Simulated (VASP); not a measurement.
# RhSe (relaxed from the wurtzite structure, space group P6_3mc): computed properties

Level of theory: r2SCAN meta-GGA, VASP's PBE PAW potentials (set 64) (plane waves; VASP).

| Item | Result |
|---|---|
| space group | P6_3mc (186) |
| cell | a = 3.581 Å, b = 3.581 Å, c = 7.304 Å, α = 90.00°, β = 90.00°, γ = 120.00° |
| volume per atom | 20.27 Å³/atom |
| band gap (over mesh and band path) | none (metal, semimetal or under 0.01 eV) |
| density | 7.45 g/cm³ |

```
RhSe
1.0
    3.58063     0.00000     0.00000
   -1.79032     3.10092     0.00000
    0.00000     0.00000     7.30381
Rh Se
2 2
Cartesian
  0.00000   2.06728   0.11043
  1.79032   1.03364   3.76233
  0.00000   2.06728   2.62850
  1.79032   1.03364   6.28040
```

The structure was generated: RhSe was put into the wurtzite type (P6_3mc), which need not be its known phase. It was relaxed first, which changed the volume by -27 %. Symmetry was kept, so distortions that lower it aren't found.
